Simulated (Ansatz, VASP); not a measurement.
**Cross-check of Al21ZnGa16O57 (partly crystallised 42Ga2O3-58Al2O3 (mol %)) between VASP and Ansatz**

Wanted: the spread between two codes on one cell, functional and k mesh. Of the first pair: The structure shown is the start of the Ansatz relaxation below; VASP solves that cell, so the two are compared at the walk's first step.

Main program and level: Ansatz 0.2.0; plane waves, with VASP 6.6.1 beside it; single point at PBEsol.

## 1. Set-up

The cell holds 95 atoms: 16 Ga, 21 Al, 1 Zn and 57 O. Cell: a = 9.820 Å, b = 9.820 Å, c = 9.820 Å, α = 90.0°, β = 90.0°, γ = 90.0°. It derives from Al22Ga16O57 (partly crystallised 42Ga2O3-58Al2O3 (mol %)). As first built, before any earlier steps moved the atoms (in the runner's words): 95 atoms (16 Fe, 22 Al, 57 O) placed at random at 3.62 g/cm^3, melted at 5000 K for 10 ps at fixed volume with the Morse and Coulomb pair potential with partial charges (Pedone, Malavasi, Menziani, Cormack and Segre, J. Phys. Chem. B 110, 11780 (2006)). Quenched from 5000 K to 300 K at 100 K/ps and fixed volume, held 10 ps at zero pressure, then minimised at fixed cell. Then Fe was replaced by Ga and the cell scaled by 1.006 (the potential has no terms for the new elements, so the cell is a start for a DFT relaxation). Nearest the centre at fractional (0.789, 0.239, 0.348): Zn38 at 0.00 Å, O51 at 1.80 Å, O70 at 1.89 Å, O71 at 1.89 Å, O93 at 1.89 Å, O74 at 1.91 Å, O78 at 1.98 Å, Al24 at 2.59 Å.

## 2. Ansatz: relaxation, PBEsol

Ansatz runs on its default PAW (the set named soft_2) files.

The two programs are compared at the cell with which this relaxation starts, whose forces are those of its first step.

Input file input.yaml:

```yaml
crystal:
  lattice:
    - [9.81985, 0.0, 0.0]
    - [0.0, 9.81985, 0.0]
    - [0.0, 0.0, 9.81985]
  atoms:
    - { symbol: Ga, position: [0.43976, 0.92168, 0.69022] }
    - { symbol: Ga, position: [0.22215, 0.69658, 0.73919] }
[... 2 atom lines left out ...]
    - { symbol: Ga, position: [0.02709, 0.45932, 0.30922] }
    - { symbol: Ga, position: [0.5794, 0.98356, 0.40755] }
    - { symbol: Ga, position: [0.96465, 0.06171, 0.11771] }
[... 1 atom line left out ...]
    - { symbol: Ga, position: [0.56341, 0.47223, 0.36925] }
[... 1 atom line left out ...]
    - { symbol: Ga, position: [0.75587, 0.47504, 0.11434] }
    - { symbol: Ga, position: [0.77688, 0.70115, 0.37588] }
[... 1 atom line left out ...]
    - { symbol: Ga, position: [0.02982, 0.23551, 0.55236] }
[... 5 atom lines left out ...]
    - { symbol: Al, position: [0.6783, 0.26716, 0.60134] }
[... 3 atom lines left out ...]
    - { symbol: Al, position: [0.88782, 0.01244, 0.44103] }
[... 1 atom line left out ...]
    - { symbol: Al, position: [0.95912, 0.55067, 0.59894] }
[... 1 atom line left out ...]
    - { symbol: Al, position: [0.5753, 0.22423, 0.17205] }
[... 6 atom lines left out ...]
    - { symbol: Al, position: [0.76409, 0.81737, 0.10977] }
    - { symbol: Al, position: [0.34903, 0.17842, 0.53774] }
[... 1 atom line left out ...]
    - { symbol: Zn, position: [0.78932, 0.23882, 0.34842], spin: 0.6 }
[... 2 atom lines left out ...]
    - { symbol: O, position: [0.93021, 0.37998, 0.64519] }
[... 3 atom lines left out ...]
    - { symbol: O, position: [0.84435, 0.84916, 0.4941] }
[... 5 atom lines left out ...]
    - { symbol: O, position: [0.73951, 0.30726, 0.18624], spin: 0.6 }
[... 3 atom lines left out ...]
    - { symbol: O, position: [0.42856, 0.5051, 0.50956] }
    - { symbol: O, position: [0.1617, 0.19824, 0.16459] }
[... 2 atom lines left out ...]
    - { symbol: O, position: [0.47284, 0.37162, 0.23883] }
    - { symbol: O, position: [0.10902, 0.942, 0.19749] }
[... 2 atom lines left out ...]
    - { symbol: O, position: [0.68231, 0.57958, 0.2578] }
    - { symbol: O, position: [0.65194, 0.66696, 0.53027] }
    - { symbol: O, position: [0.59982, 0.48201, 0.97996] }
[... 1 atom line left out ...]
    - { symbol: O, position: [0.97923, 0.19494, 0.98706] }
    - { symbol: O, position: [0.61905, 0.18437, 0.99282] }
[... 1 atom line left out ...]
    - { symbol: O, position: [0.69592, 0.37045, 0.45254], spin: 0.6 }
    - { symbol: O, position: [0.86972, 0.07898, 0.27773], spin: 0.6 }
    - { symbol: O, position: [0.41171, 0.14821, 0.12268] }
[... 1 atom line left out ...]
    - { symbol: O, position: [0.80053, 0.14775, 0.51991], spin: 0.6 }
    - { symbol: O, position: [0.59525, 0.92942, 0.58546] }
    - { symbol: O, position: [0.83588, 0.43772, 0.91354] }
    - { symbol: O, position: [0.94368, 0.59309, 0.42292] }
    - { symbol: O, position: [0.61666, 0.13807, 0.32305], spin: 0.6 }
    - { symbol: O, position: [0.05901, 0.05212, 0.47258] }
[... 1 atom line left out ...]
    - { symbol: O, position: [0.2159, 0.45639, 0.30284] }
    - { symbol: O, position: [0.94896, 0.494, 0.14338] }
    - { symbol: O, position: [0.7409, 0.21297, 0.77618] }
    - { symbol: O, position: [0.51113, 0.19936, 0.59619] }
[... 1 atom line left out ...]
    - { symbol: O, position: [0.31626, 0.16418, 0.3643] }
    - { symbol: O, position: [0.63452, 0.4499, 0.71759] }
[... 2 atom lines left out ...]
    - { symbol: O, position: [0.80655, 0.97502, 0.03561] }
[... 2 atom lines left out ...]
    - { symbol: O, position: [0.96716, 0.30359, 0.38325], spin: 0.6 }
    - { symbol: O, position: [0.02669, 0.14158, 0.72295] }
    - { symbol: O, position: [0.65098, 0.84819, 0.28922] }
magnetization:
  spin_polarized: true
kpoints:
  mp_grid: { grid: [1, 1, 1] }
hamiltonian:
  xc: pbesol
scf:
  occupations: { method: fermi_dirac, width: 0.025 }
  lower_state_search: "off"
output:
  forces: true
  eigenvalues: true
relax:
  f_tol: 0.05
  max_steps: 90
```

Started as:

```bash
ansatz run input.yaml --threads 4 --pin off --max-ram 8192MiB --backend cpu --events-out ev --progress --plain --runs-dir out
```

Numbers of over 12 decimals in the logs are rounded to 6 here.

Log:

```text
Engine: ansatz 0.2.0, aarch64-unknown-linux-gnu
Pseudopotentials: kind: paw
Pseudopotential: Ga, paw, valence charge 13, recommended cutoff 420 eV (normal), Ga.paw.azcp
Pseudopotential: Al, paw, valence charge 3, recommended cutoff 420 eV (normal), Al.paw.azcp
Pseudopotential: Zn, paw, valence charge 12, recommended cutoff 420 eV (normal), Zn.paw.azcp
Pseudopotential: O, paw, valence charge 6, recommended cutoff 420 eV (normal), O.paw.azcp
Functional definition: PBEsol
  exchange = pbesol_x
  correlation = pbesol_c
Crystal: 95 atoms, lattice volume = 946.923 Å³
Basis set: ecut = 420 eV, 18613 PW (Γ), exchange–correlation on 144×144×144 points (8 copies of the dense FFT grid, shifted against one another)
Bands: 410, of which v1, the nominal top of the filled ones, is band 313 counted from 1 (312 counted from 0)
Symmetry: 1 space group operations
Space group: P1 (ITA 1), of the structure as read, at distance tolerance 9.8e-5 Å
Magnetic group: BNS 1.1 (UNI 1), of the structure as read, at distance tolerance 9.8e-5 Å
k-points: 1
Non-local potential: Ga, projectors of the file, l = 0: 2, l = 1: 2, l = 2: 3, l = 3: 1
Non-local potential: Al, projectors of the file, l = 0: 2, l = 1: 2, l = 2: 1
Non-local potential: Zn, projectors of the file, l = 0: 2, l = 1: 2, l = 2: 3, l = 3: 1
Non-local potential: O, projectors of the file, l = 0: 2, l = 1: 2, l = 2: 1
PAW form: soft (Blöchl's): semilocal exchange-correlation on the pseudo side does not see the compensation charge
PAW frozen core: Ga, regenerated for the run's functional, and the local potential with it (the file was generated under x = pbe(κ = 0.804, μ = 0.219515), c = pbe(β = 0.066725))
PAW frozen core: Al, regenerated for the run's functional, and the local potential with it (the file was generated under x = pbe(κ = 0.804, μ = 0.219515), c = pbe(β = 0.066725))
PAW frozen core: Zn, regenerated for the run's functional, and the local potential with it (the file was generated under x = pbe(κ = 0.804, μ = 0.219515), c = pbe(β = 0.066725))
PAW frozen core: O, regenerated for the run's functional, and the local potential with it (the file was generated under x = pbe(κ = 0.804, μ = 0.219515), c = pbe(β = 0.066725))
PAW one-centre angular grid: Ga, 590 points (default); XC on 64 Gauss nodes
PAW one-centre angular grid: Al, 110 points (default); XC on 64 Gauss nodes
PAW one-centre angular grid: Zn, 590 points (default); XC on 64 Gauss nodes
PAW one-centre angular grid: O, 110 points (default); XC on 64 Gauss nodes
Initial density: superposition of atomic densities (chi_scale 0.1, normalization cell, long waves kept (reshape's long-wave potential 0.87 eV rms))
Starting moments: Σ|m| = 4.2 μB on 7 of 95 sites
Initial wavefunctions: pseudopotential atomic-orbital guess
Functional: x = pbesol(κ = 0.804, μ = 0.123457), c = pbesol(β = 0.046)
SCF iter   1: F=—  HF=-106270.509122 eV  |F-HF|=—  |Δ(HF+E_count)|=         —  Δρ=6.49e-2 (↑5.55e-2 ↓6.49e-2)  dr2=1.10e2  dr2_m=2.23e0  M=0.264 μB ∫|m|=0.932 μB  β_m=0.30  ethr=3.10e-3  ⟨swp⟩=6.0  Hψ=3249  notcnv=0  defer=24
preconditioner: auto → Kerker (q_TF=auto, 2.546 Å⁻¹)  [metal: Δε(μ)=0.027 eV  Ē_g=18.601 eV  σ=0.025 eV  W_gap=0.26  n_scr=250 (ndim 8)  ℏωp=30.2 eV  f_vac=0.000  D(μ)=18.61/eV (n_scr^D=92)]
spin=Collinear: Kerker preconditioning applied to the charge; magnetization (m = ρ↑ − ρ↓) channel mixes plain (no charge-response kernel on spin).
SCF iter   2: F=—  HF=-106252.107609 eV  |F-HF|=—  |Δ(HF+E_count)|=    1.84e1  Δρ=4.12e-2 (↑3.69e-2 ↓4.12e-2)  dr2=5.39e1  dr2_m=1.06e0  M=0.883 μB ∫|m|=1.302 μB  β_m=0.30  ethr=3.10e-3  ⟨swp⟩=2.0  Hψ=1478  notcnv=0  defer=184
preconditioner: auto → Resta (q_TF=auto, 2.546 Å⁻¹)  ε∞=3.8  [insulator: Δε(μ)=0.062 eV  Ē_g=18.115 eV  σ=0.025 eV  W_gap=0.55  n_scr=250 (ndim 8)  ℏωp=30.2 eV  f_vac=0.000  D(μ)=16.26/eV (n_scr^D=80)  ε∞_Penn≈3.8]
spin=Collinear: Resta preconditioning applied to the charge; magnetization (m = ρ↑ − ρ↓) channel mixes plain (no charge-response kernel on spin).
SCF iter   3: F=—  HF=-106237.333957 eV  |F-HF|=—  |Δ(HF+E_count)|=    1.48e1  Δρ=1.70e-2 (↑1.67e-2 ↓1.70e-2)  dr2=9.76e0  dr2_m=3.01e-1  M=0.999 μB ∫|m|=1.344 μB  β_m=0.30  ethr=3.10e-3  ⟨swp⟩=4.0  Hψ=1282  notcnv=0  defer=184
SCF iter   4: F=—  HF=-106234.459330 eV  |F-HF|=—  |Δ(HF+E_count)|=    2.87e0  Δρ=8.85e-3 (↑8.33e-3 ↓8.85e-3)  dr2=2.77e0  dr2_m=1.45e-1  M=1.000 μB ∫|m|=1.225 μB  β_m=0.30  ethr=1.56e-3  ⟨swp⟩=3.0  Hψ=1472  notcnv=0  defer=182
SCF iter   5: F=—  HF=-106233.964793 eV  |F-HF|=—  |Δ(HF+E_count)|=   4.95e-1  Δρ=5.69e-3 (↑5.04e-3 ↓5.69e-3)  dr2=4.79e-1  dr2_m=9.70e-2  M=1.000 μB ∫|m|=1.237 μB  β_m=0.30  ethr=4.44e-4  ⟨swp⟩=4.0  Hψ=945  notcnv=0  defer=182
[...]
--- Relaxed structure (9 steps of the walk, 5 accepted, 0 SCFs on fresh bases) ---
  F+E_penalty+E_count = -106234.68052454 eV   max|allowed force component| = 2.175e-2 eV/Å
  atoms:
    - { symbol: Ga, position: [0.438908, 0.921072, 0.690207] }
    - { symbol: Ga, position: [0.221088, 0.696756, 0.739530] }
    - { symbol: Ga, position: [0.713108, 0.042305, 0.883069] }
    - { symbol: Ga, position: [0.194675, 0.812922, 0.018248] }
    - { symbol: Ga, position: [0.030250, 0.461558, 0.311276] }
    - { symbol: Ga, position: [0.578857, 0.978854, 0.407672] }
    - { symbol: Ga, position: [0.967627, 0.062411, 0.115921] }
    - { symbol: Ga, position: [0.279432, 0.036266, 0.220706] }
    - { symbol: Ga, position: [0.558949, 0.476852, 0.365164] }
    - { symbol: Ga, position: [0.727201, 0.588268, 0.843992] }
    - { symbol: Ga, position: [0.757538, 0.476591, 0.112605] }
    - { symbol: Ga, position: [0.777390, 0.701007, 0.376216] }
    - { symbol: Ga, position: [0.00972697, 0.525801, 0.970009] }
    - { symbol: Ga, position: [0.036993, 0.235986, 0.554738] }
    - { symbol: Ga, position: [0.932967, 0.284628, 0.817910] }
    - { symbol: Ga, position: [0.939904, 0.805300, 0.843553] }
    - { symbol: Al, position: [0.136843, 0.023702, 0.801788] }
    - { symbol: Al, position: [0.729489, 0.806623, 0.634454] }
    - { symbol: Al, position: [0.627143, 0.329760, 0.870835] }
    - { symbol: Al, position: [0.678017, 0.270389, 0.602047] }
    - { symbol: Al, position: [0.155445, 0.260601, 0.992272] }
    - { symbol: Al, position: [0.403276, 0.469119, 0.929078] }
    - { symbol: Al, position: [0.064351, 0.782195, 0.271563] }
    - { symbol: Al, position: [0.886870, 0.014484, 0.441545] }
    - { symbol: Al, position: [0.345944, 0.739314, 0.425414] }
    - { symbol: Al, position: [0.958170, 0.549754, 0.599989] }
    - { symbol: Al, position: [0.153733, 0.922028, 0.540824] }
    - { symbol: Al, position: [0.572804, 0.220964, 0.174022] }
    - { symbol: Al, position: [0.430070, 0.138085, 0.938796] }
    - { symbol: Al, position: [0.280609, 0.459324, 0.610109] }
    - { symbol: Al, position: [0.298147, 0.299224, 0.235440] }
    - { symbol: Al, position: [0.523921, 0.592089, 0.646490] }
    - { symbol: Al, position: [0.489769, 0.806287, 0.204357] }
    - { symbol: Al, position: [0.296549, 0.563412, 0.164604] }
    - { symbol: Al, position: [0.764176, 0.818024, 0.110856] }
    - { symbol: Al, position: [0.351598, 0.177947, 0.537405] }
    - { symbol: Al, position: [0.470637, 0.783450, 0.931896] }
    - { symbol: Zn, position: [0.794585, 0.247333, 0.347839] }
    - { symbol: O, position: [0.097306, 0.860226, 0.697806] }
    - { symbol: O, position: [0.099752, 0.389774, 0.874185] }
    - { symbol: O, position: [0.928906, 0.379264, 0.645485] }
    - { symbol: O, position: [0.594744, 0.788431, 0.056754] }
    - { symbol: O, position: [0.059710, 0.929144, 0.941609] }
    - { symbol: O, position: [0.377874, 0.634358, 0.00790517] }
    - { symbol: O, position: [0.842109, 0.850918, 0.494012] }
    - { symbol: O, position: [0.224255, 0.295930, 0.586277] }
    - { symbol: O, position: [0.316786, 0.830824, 0.839894] }
    - { symbol: O, position: [0.893102, 0.775819, 0.232072] }
    - { symbol: O, position: [0.444377, 0.304247, 0.861594] }
    - { symbol: O, position: [0.516120, 0.986561, 0.857780] }
    - { symbol: O, position: [0.736017, 0.305478, 0.176153] }
    - { symbol: O, position: [0.282241, 0.404697, 0.058423] }
    - { symbol: O, position: [0.860105, 0.664139, 0.707544] }
    - { symbol: O, position: [0.404512, 0.903024, 0.353554] }
    - { symbol: O, position: [0.425705, 0.509989, 0.508110] }
    - { symbol: O, position: [0.160174, 0.197479, 0.162875] }
    - { symbol: O, position: [0.290665, 0.021302, 0.619830] }
    - { symbol: O, position: [0.139904, 0.573105, 0.616191] }
    - { symbol: O, position: [0.471637, 0.370108, 0.238869] }
    - { symbol: O, position: [0.111438, 0.941291, 0.196202] }
    - { symbol: O, position: [0.360187, 0.538032, 0.757939] }
    - { symbol: O, position: [0.581082, 0.712881, 0.784987] }
[...]
- { symbol: O, position: [0.250504, 0.125112, 0.899632] }
    - { symbol: O, position: [0.169045, 0.786438, 0.421376] }
    - { symbol: O, position: [0.808005, 0.974656, 0.034976] }
    - { symbol: O, position: [0.831726, 0.697516, 0.975011] }
    - { symbol: O, position: [0.798180, 0.911937, 0.770207] }
    - { symbol: O, position: [0.988401, 0.301645, 0.385647] }
    - { symbol: O, position: [0.026669, 0.141579, 0.723121] }
    - { symbol: O, position: [0.651092, 0.845317, 0.288876] }
```

In the SCF lines HF is the Harris–Foulkes energy and dr2 the Hartree energy of the density residual, in eV; the loop may stop once dr2 is under the threshold and the program's other checks hold. Hψ counts applications of the Hamiltonian.

[end of part 1 of 3]

[Lines on the potential files, build, host, timing and source positions are cut from VASP's logs without a mark.]

[Logs are printed without paths, hosts, clocks, repeated set-up lines and the standing remarks that a program may print on its own settings, such as how far it seeks lower states.]

[Hosts, paths, dates, database ids (printed as entryN), source tags and the programs' standing remarks are cut or masked in the printed files.]
